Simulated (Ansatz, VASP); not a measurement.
# WS2: VASP beside Ansatz, part 2 of 2

Aim: how closely do two programs agree when they are given the same cell, functional and k mesh? The cell is taken from a series of runs on this material, whose earlier steps may have relaxed, scaled, displaced or heated it; both programs get it as it stands.

VASP 6.6.1 and Ansatz 0.2.0.

So far: The structure; VASP: single point, PBEsol, pair 1; Ansatz: single point, PBEsol, pair 1; Differences; Ansatz: single point, PBEsol, pair 2; VASP: single point, PBEsol, pair 2.

### Step 8. VASP: single point, PBEsol, spin-orbit coupling

Level of this step: PBEsol, spin-orbit coupling, no spin polarisation; plane waves and PAW (W, S) (VASP).

A single point gives forces, pressure and levels at one fixed geometry, so differences don't come from the geometry; what else differs is listed under the comparison.

Input file INCAR:

```
SYSTEM = WS2
PREC = Accurate
ENCUT = 520
EDIFF = 1E-06
NELM = 200
ISMEAR = -1
SIGMA = 0.02
LREAL = .FALSE.
ALGO = Normal
GGA = PS
LNONCOLLINEAR = .TRUE.
MAGMOM = 0 0 0 0 0 0 0 0 0
NBANDS = 30
GGA_COMPAT = .FALSE.
LASPH = .TRUE.
LSORBIT = .TRUE.
LMAXMIX = 4
LORBIT = 11
LWAVE = .FALSE.
LCHARG = .FALSE.
ISIF = 2
LDIPOL = .TRUE.
IDIPOL = 3
DIPOL = 0.5 0.5 0.5
LVHAR = .TRUE.
EFERMI = MIDGAP
NELMDL = -8
KPAR = 2
```

Input file POSCAR:

```
WS2
1.0
    3.1456180949      0.0000000000      0.0000000000
   -1.5728090474      2.7241851808      0.0000000000
    0.0000000000      0.0000000000     29.5000000000
W S
1 2
Direct
    0.3333333333      0.6666666667      0.5000000000
    0.6666666666      0.3333333334      0.5531219032
    0.6666666666      0.3333333334      0.4468780968
```

Input file KPOINTS:

```
Automatic mesh
0
Gamma
12 12 1
0 0 0
```

PAW data sets: W and S (PBE family, release 64).

Run with:

```sh
mpirun -np 2 vasp_ncl
```

Numbers of over 12 decimals in the logs are rounded to 6 here.

The program printed:

```text
[... set-up lines as in an earlier step ...]
 entering main loop
       N       E                     dE             d eps       ncg     rms          rms(c)
DAV:   1     0.143394972305E+03    0.14339E+03   -0.56820E+03  1876   0.854E+02
DAV:   2    -0.410913717725E+01   -0.14750E+03   -0.13590E+03  2970   0.174E+02
DAV:   3    -0.262078653902E+02   -0.22099E+02   -0.21933E+02  2596   0.784E+01
DAV:   4    -0.267815173186E+02   -0.57365E+00   -0.57040E+00  2576   0.158E+01
[...]
DAV:  26    -0.254683414594E+02   -0.19023E-05   -0.31932E-08  1702   0.554E-04    0.233E-04
DAV:  27    -0.254683433120E+02   -0.18526E-05   -0.29893E-08  1624   0.504E-04    0.155E-04
DAV:  28    -0.254683440639E+02   -0.75188E-06   -0.10105E-08  1482   0.322E-04
   1 F= -.25468344E+02 E0= -.25468344E+02  d E =-.373834E-19  mag=    -0.0000    -0.0000    -0.0000
```

From OUTCAR (step 8):

```text
  Total       -0.1750903     -0.1750903     -0.1109895     -0.0000000      0.0000000      0.0000000
  in kB       -1.1097060     -1.1097060     -0.7034416     -0.0000000      0.0000000      0.0000000
  external PRESSURE =      -0.9742845 kB  Pullay stress =       0.0000000 kB

 POSITION                                       TOTAL-FORCE (eV/Angst)
 -----------------------------------------------------------------------------------
     -0.00000      1.81612     14.75000         0.000000     -0.000000      0.000000
      1.57281      0.90806     16.31710        -0.000000      0.000000     -0.026757
      1.57281      0.90806     13.18290        -0.000000      0.000000      0.026757
 -----------------------------------------------------------------------------------
    total drift:                                0.000000     -0.000000      0.000000

  FREE ENERGIE OF THE ION-ELECTRON SYSTEM (eV)
  ---------------------------------------------------
  free  energy   TOTEN  =       -25.4683440639 eV

  energy  without entropy=      -25.4683440639  energy(sigma->0) =      -25.46834406

 magnetization (x)
# of ion       s       p       d       tot
------------------------------------------
    1        0.000  -0.000   0.000  -0.000
    2        0.000  -0.000   0.000  -0.000
    3       -0.000   0.000   0.000  -0.000
--------------------------------------------------
tot          0.000  -0.000   0.000  -0.000

 magnetization (y)
# of ion       s       p       d       tot
------------------------------------------
    1       -0.000   0.000  -0.000  -0.000
    2        0.000   0.000   0.000   0.000
    3        0.000  -0.000   0.000  -0.000
--------------------------------------------------
tot         -0.000   0.000  -0.000  -0.000

 magnetization (z)
# of ion       s       p       d       tot
------------------------------------------
    1        0.000   0.000  -0.000  -0.000
    2        0.000  -0.000   0.000  -0.000
    3        0.000  -0.000   0.000  -0.000
--------------------------------------------------
tot          0.000  -0.000  -0.000  -0.000

[... 1 part as in an earlier step ...]

[... 2 further parts left out ...]
[key lines of the parts left out:]
E-fermi :  -2.2758
```

### Step 9. Ansatz: single point, PBEsol, spin-orbit coupling

The same cell, functional, mesh and smearing now go to Ansatz, which takes its cutoff from its data sets.

The cell is taken from a series of runs on this material, whose earlier steps may have relaxed, scaled, displaced or heated it; both programs get it as it stands.

Input file input.yaml:

```yaml
crystal:
  lattice:
    - [3.1456180949, 0.0, 0.0]
    - [-1.5728090474, 2.7241851808, 0.0]
    - [0.0, 0.0, 29.5]
  atoms:
    - { symbol: W, position: [0.3333333333, 0.6666666667, 0.5] }
    - { symbol: S, position: [0.6666666667, 0.3333333333, 0.5531219032] }
    - { symbol: S, position: [0.6666666667, 0.3333333333, 0.4468780968] }
  periodic: [true, true, false]
kpoints:
  mp_grid: { grid: [12, 12, 1] }
  band_path:
    path:
      - [0, 0, 0]
      - [0.5, 0, 0]
      - [0.3333333333333, 0.3333333333333, 0]
      - [0, 0, 0]
    npoints: 10
hamiltonian:
  xc: pbesol
scf:
  occupations: { method: fermi_dirac, width: 0.02 }
  n_extra_bands: 10
magnetization:
  noncollinear: true
  spin_orbit: true
output:
  eigenvalues: true
```

Run with:

```sh
ansatz run input.yaml --threads 12 --pin off --max-ram 27648MiB --backend cpu --events-out ev --progress --plain --runs-dir out
```

The program printed:

```text
[...]
non-collinear run that drives no moment, with spin-orbit: no starting moment large enough to seed its density (crystal.atoms[].spin), no starting occupations that ask for one, no magnetisation constraint and no magnetic field, so the semilocal B_xc is pinned to zero
Crystal: 3 atoms, lattice volume = 252.793 Å³
Basis set: ecut = 420 eV, 4923 PW (Γ)
[...]
k-point 0: bands = [... 22 lower, -7.1943, -7.1943, -5.8333, -5.8333, -2.8267, -2.8267, -2.7713, -2.7713, ... 6 higher]
  k-point 1: bands = [... 22 lower, -7.1132, -7.1132, -5.8865, -5.8865, -2.9888, -2.9888, -2.8096, -2.8096, ... 6 higher]
  k-point 2: bands = [... 22 lower, -7.1312, -7.1312, -6.1393, -6.1393, -3.3940, -3.3940, -2.9034, -2.9034, ... 6 higher]
  k-point 18: bands = [... 22 lower, -8.1777, -8.1081, -5.9391, -5.5215, -3.8413, -3.8055, -2.4514, -2.4106, ... 6 higher]
[key lines of the parts left out:]
SCF converged after 9 iterations
Magnetization: |M| = 0.0000 μB,  M = (+0.0000, +0.0000, +0.0000) μB
Free energy (F): -12053.172559 eV
Fermi energy:    -4.701743 eV
```

### Step 10. Side by side

What differs besides the data sets and the points named for the pairs above, as far as they apply: spin-orbit coupling enters by fully relativistic files in Ansatz and inside the spheres in VASP; the data sets hold 26 valence electrons in Ansatz (on its fully relativistic PAW (standard-fr) files) and 18 in VASP. Total energies have different zeros and are not compared.

Compared:

```csv
quantity,Ansatz,VASP,difference
gap on the k mesh (eV),1.665,1.662,+0.003
```

A gap on the mesh is an upper bound, since the band edges may lie between its points. With vacuum in the cell, a pressure given here is an average over mostly empty space and none of the material.

### Step 11. What came out

* difference in gap on the k mesh (single point, PBEsol, pair 1): 0.0019 eV
* difference in gap on the k mesh (single point, PBEsol, pair 2): 0.0019 eV
* difference in gap on the k mesh (single point, PBEsol, spin-orbit coupling): 0.0025 eV

In words: The difference in gap on the k mesh is 0.0025 eV (single point, PBEsol, spin-orbit coupling), within the 0.08 eV picked in this series as the mark of a large difference. The data sets hold unlike numbers of valence electrons (26 in Ansatz and 18 in VASP), so part of the differences comes from the potentials. Such differences can come from data sets, numerical settings and the points named under the comparisons, not from the functional's error against experiment.

[Lines on the potential files, build, host, timing and source positions are cut from VASP's logs without a mark.]

[Logs are printed without paths, hosts, clocks, repeated set-up lines and the standing remarks that a program may print on its own settings, such as how far it seeks lower states.]

[Hosts, paths, dates, database ids (printed as entryN), source tags and the programs' standing remarks are cut or masked in the printed files.]
